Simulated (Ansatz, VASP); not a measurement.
# AlNi: VASP beside Ansatz, part 2 of 2

One calculation is typed for both programs; each brings its own data sets. How far apart do they land? The cell is taken from a series of runs on this material, whose earlier steps may have relaxed, scaled, displaced or heated it; both programs get it as it stands.

VASP 6.6.1 and Ansatz 0.2.0.

So far: The structure; VASP: zone-centre phonons, LDA.

### Step 3. Ansatz: zone-centre phonons, LDA

Level of this step: Ansatz beside VASP: Kohn-Sham DFT, plane waves, LDA (Ansatz).

Ansatz runs on its PAW soft_1 files.

The same cell, functional (in two slightly different forms), mesh and smearing now go to Ansatz, which takes its cutoff from its data sets.

File input.yaml:

```yaml
crystal:
  lattice:
    - [2.8002297089, -0.0249514244, 0.0]
    - [-0.0249514244, 2.8002297089, 0.0]
    - [0.0, 0.0, 2.8744840138]
  atoms:
    - { symbol: Al, position: [0.0, 0.0, 0.0] }
    - { symbol: Ni, position: [0.5, 0.5, 0.5] }
kpoints:
  mp_grid: { grid: [16, 16, 16] }
hamiltonian:
  xc: lda
  pseudopotentials: { kind: paw, azcp: { folder: soft_1 }, xc_functional: pbe }
scf:
  occupations: { method: methfessel_paxton, width: 0.2 }
output:
  eigenvalues: true
phonons:
  method: dfpt
```

Launch:

```bash
ansatz run input.yaml --threads 4 --pin off --max-ram 10240MiB --backend cpu --events-out ev --progress --plain --runs-dir out
```

Numbers of over 12 decimals in the logs are rounded to 6 here.

The program printed:

```text
zone centre: on kpoints.mp_grid the ground state, and the responses unless they are solved on pairs of k-points, stand on 1170 of the mesh's 4096 k-points, reduced under 4 symmetry operations, with k and −k counted as one. Each operation leaves every solved displacement unchanged or reverses it
Engine: ansatz 0.2.0, x86_64-unknown-linux-gnu
Pseudopotentials: kind: paw
Pseudopotential: Al, paw, valence charge 3, recommended cutoff 420 eV (normal), soft_1/Al.paw.azcp
Pseudopotential: Ni, paw, valence charge 18, recommended cutoff 420 eV (normal), soft_1/Ni.paw.azcp
Functional definition: SPW92
  exchange = slater_x
  correlation = pw_c
Crystal: 2 atoms, lattice volume = 22.538 Å³
Basis set: ecut = 420 eV, 457 PW (Γ), exchange–correlation on 40×40×40 points (8 copies of the dense FFT grid, shifted against one another)
Bands: 15, of which v1, the nominal top of the filled ones, is band 11 counted from 1 (10 counted from 0)
Symmetry: 8 space group operations
k-points: 1170 of 4096 (irreducible under 4 space group operations)
Non-local potential: Al, projectors of the file, l = 0: 2, l = 1: 2, l = 2: 1
Non-local potential: Ni, projectors of the file, l = 0: 3, l = 1: 2, l = 2: 3, l = 3: 1
PAW form: soft (Blöchl's): semilocal exchange-correlation on the pseudo side does not see the compensation charge
PAW frozen core: Al, regenerated for the run's functional, and the local potential with it (the file was generated under x = pbe(κ = 0.804, μ = 0.219515), c = pbe(β = 0.066725))
PAW frozen core: Ni, regenerated for the run's functional, and the local potential with it (the file was generated under x = pbe(κ = 0.804, μ = 0.219515), c = pbe(β = 0.066725))
PAW one-centre angular grid: Al, 110 points (default); XC on 64 Gauss nodes
PAW one-centre angular grid: Ni, 590 points (default); XC on 64 Gauss nodes
Initial density: superposition of atomic densities (chi_scale 0.1, normalization cell, long waves kept (reshape's long-wave potential 0.00 eV rms))
Initial wavefunctions: pseudopotential atomic-orbital guess
Functional: x = slater, c = lda
SCF iter   1: F=—  HF=-6288.045997 eV  |F-HF|=—  |Δ(HF+E_count)|=         —  Δρ=7.14e-2  dr2=1.25e0  ethr=3.10e-3  ⟨swp⟩=4.0  Hψ=77717  notcnv=0
preconditioner: auto → none  [metal: Δε(μ)=0.017 eV  Ē_g=10.557 eV  σ=0.200 eV  W_gap=0.07  n_scr=6 (ndim 8)  ℏωp=28.2 eV  f_vac=0.000  D(μ)=0.60/eV (n_scr^D=2)  sad-step TF]
SCF iter   2: F=—  HF=-6287.874990 eV  |F-HF|=—  |Δ(HF+E_count)|=   1.71e-1  S|Δr|=    0.00e0  Δρ=5.67e-2  dr2=8.04e-1  ethr=3.10e-3  ⟨swp⟩=2.0  Hψ=31342  notcnv=0  defer=265
SCF iter   3: F=—  HF=-6287.678892 eV  |F-HF|=—  |Δ(HF+E_count)|=   1.96e-1  S|Δr|=    0.00e0  Δρ=1.56e-2  dr2=5.73e-2  ethr=3.10e-3  ⟨swp⟩=2.0  Hψ=22267  notcnv=0  defer=265
SCF iter   4: F=—  HF=-6287.667731 eV  |F-HF|=—  |Δ(HF+E_count)|=   1.12e-2  S|Δr|=    0.00e0  Δρ=4.10e-3  dr2=2.05e-3  ethr=2.73e-4  ⟨swp⟩=1.3  Hψ=27199  notcnv=0  defer=259
SCF iter   5: F=—  HF=-6287.667790 eV  |F-HF|=—  |Δ(HF+E_count)|=   6.00e-5  S|Δr|=    0.00e0  Δρ=1.82e-3  dr2=3.51e-4  ethr=9.76e-6  ⟨swp⟩=2.3  Hψ=24930  notcnv=0  defer=259
SCF iter   6: F=—  HF=-6287.667694 eV  |F-HF|=—  |Δ(HF+E_count)|=   9.64e-5  S|Δr|=    0.00e0  Δρ=4.65e-4  dr2=2.41e-5  ethr=1.67e-6  ⟨swp⟩=2.4  Hψ=25677  notcnv=0  defer=259
SCF iter   7: F=—  HF=-6287.667686 eV  |F-HF|=—  |Δ(HF+E_count)|=   8.40e-6  S|Δr|=    0.00e0  Δρ=5.76e-5  dr2=3.83e-7  ethr=1.15e-7  ⟨swp⟩=2.2  Hψ=24178  notcnv=0  defer=259
SCF iter   8: F=—  HF=-6287.667700 eV  |F-HF|=—  |Δ(HF+E_count)|=   1.44e-5  S|Δr|=    0.00e0  Δρ=4.05e-6  dr2=2.10e-9  ethr=1.82e-9  ⟨swp⟩=2.2  Hψ=24959  notcnv=0  defer=259
SCF iter   9: F=-6287.667700 eV  HF=-6287.667700 eV  |F-HF|=3.64e-12  |Δ(HF+E_count)|=  3.13e-10  S|Δr|=    0.00e0  Δρ=1.94e-7  dr2=4.43e-12  ethr=1.00e-12  ⟨swp⟩=5.3  Hψ=90518  notcnv=0
SCF 1 converged in 9 iterations: F = -6287.667700 eV  dr2 = 4.43e-12
  greatest PAW one-centre occupation: 1.001 electrons in one spin orbital (limit 2), on the Ni atom at site 1 (counted from 0), in its partial waves of l = 1
DFPT response loops at Γ: preconditioner auto → Kerker (q_TF=auto, 2.696 Å⁻¹) (partly filled bands, converged f_vac=0.000); β = 1.00, the filter's whole step (`scf.mixing.beta` (0.50) is not read by the response loops under this deck's `scf.mixing.preconditioner`; to damp them name `kerker` or `kerker_dos`, under which they read `scf.mixing.beta`, and type it under 1.00, their step now; both keys bind the ground state too); Broyden in place of MSR1
SCF converged after 9 iterations
Stability not checked: this state was not tested for a lower state beside it, because cold or Methfessel-Paxton smearing, or corrected tetrahedra, fill the levels in a way that the test cannot read (fill_not_monotonic; see scf.lower_state_search)
Free energy (F): -6287.667700 eV
Harris-Foulkes:  -6287.667700 eV  (|F-HF|=3.64e-12)
Internal energy: -6287.668165 eV  (E = F + TS)
E sigma→0 (E₀):  -6287.667816 eV
Entropy (-TS):   0.000464 eV (0.232 meV/atom)
Fermi energy:    14.560733 eV
--- Per-component energies (eV) ---
  E_band       = -323.828443
  E_kinetic    = 371.281641
  E_local      = -3669.853019  (includes V_loc(G=0)·N_el)
  E_nonlocal   = -101.752587
  E_hartree    = 1931.014437
  E_xc         = -152.575459
  E_vxc        = -178.873955  (∫ρ·V_xc dr)
  E_paw        = -2037.665735  (= ΣΔE_a)
  E_vpaw       = -606.660058  (= ΣTr[D̂ρ^β])
  E_aug_tail   = 0.000829  (compensation charges beyond the density's cutoff)
  E_ewald      = -2628.608110
  E_core_change = 0.489838  (= ΣΔE_core)
  E_smearing   = 0.000464  (= −TS)
  E_closure    = -0.000000  (closes the sum)
  Σ components = -6287.667700   (vs F -6287.667700, Δ=0.00e0)
--- Band table (eV; the first three rows and the last of 1170) ---
  k-point 0: bands = [... 7 lower, 12.8366, 12.8875, 12.9438, 19.6321, 20.5408, 20.6577, 22.8048, 23.0402]
  k-point 1: bands = [... 7 lower, 12.8057, 12.8577, 12.9470, 18.9189, 20.6361, 20.7513, 23.0375, 23.4997]
  k-point 2: bands = [... 7 lower, 12.7200, 12.7748, 12.9562, 17.6021, 20.9151, 21.0255, 23.0295, 24.7310]
  k-point 1169: bands = [... 7 lower, 13.4618, 13.5386, 16.3982, 16.4510, 16.6616, 18.7091, 19.1294, 19.3449]
--- Phonons (Γ-DFPT): 4 representative perturbations + reference, on 1170 of 4096 k-points (Σ response iterations 12) ---
  k mesh reduced under 4 symmetry operations, with k and −k counted as one. Each operation leaves every solved displacement unchanged or reverses it
  ASR residual: 1.428e-4 → 0.000e0 eV/Å²; symmetrization residual: 7.962e-7 eV/Å²
  ASR residual per site (eV/Å²): 6.93e-6 1.43e-4
  Γ frequencies (cm⁻¹): 0.00 0.00 0.00 298.30 313.74 323.11
  non-analytic LO–TO correction: not included (Born effective charges unavailable; polar crystals: no LO–TO splitting at Γ)
```

### Step 4. Comparison

Known differences besides the potentials themselves: the two LDA forms differ slightly; the data sets hold 21 valence electrons in Ansatz (on its PAW soft_1 files) and 13 in VASP; the cutoff is 420 eV in Ansatz and 600 eV in VASP; VASP's log shows a relativistic correction to its local exchange, Ansatz's none. Total energies have different zeros and are not compared.

The two programs side by side:

```
             quantity  Ansatz   VASP  difference
optical mode 1 (cm⁻¹)   298.3  300.2     -0.64 %
optical mode 2 (cm⁻¹)   313.7  316.4     -0.84 %
optical mode 3 (cm⁻¹)   323.1  325.3     -0.66 %
```

Modes are paired by rising frequency, not by their patterns, so a pair may set unlike modes beside each other; they are those without the splitting of longitudinal modes.

### Step 5. What came out

| Property | Result |
| --- | --- |
| r.m.s. difference of the optical zone-centre modes, each program's sorted by frequency (zone-centre phonons, LDA) | 2.3 cm⁻¹ |
| difference in optical mode 2 (zone-centre phonons, LDA) | -0.8 % |

In words: The r.m.s. difference of the optical zone-centre modes, each program's sorted by frequency is 2.3 cm⁻¹ (zone-centre phonons, LDA). The data sets hold unlike numbers of valence electrons (21 in Ansatz and 13 in VASP), so part of the differences comes from the potentials. Among the rows given in per cent, the largest difference of the zone-centre phonons, LDA pair is in optical mode 2, -0.8 %. How closely two codes agree says nothing of how well the functional describes the real material.

[Lines on the potential files, build, host, timing and source positions are cut from VASP's logs without a mark.]

[Logs are printed without paths, hosts, clocks, repeated set-up lines and the standing remarks that a program may print on its own settings, such as how far it seeks lower states.]

[Hosts, paths, dates, database ids (printed as entryN), source tags and the programs' standing remarks are cut or masked in the printed files.]
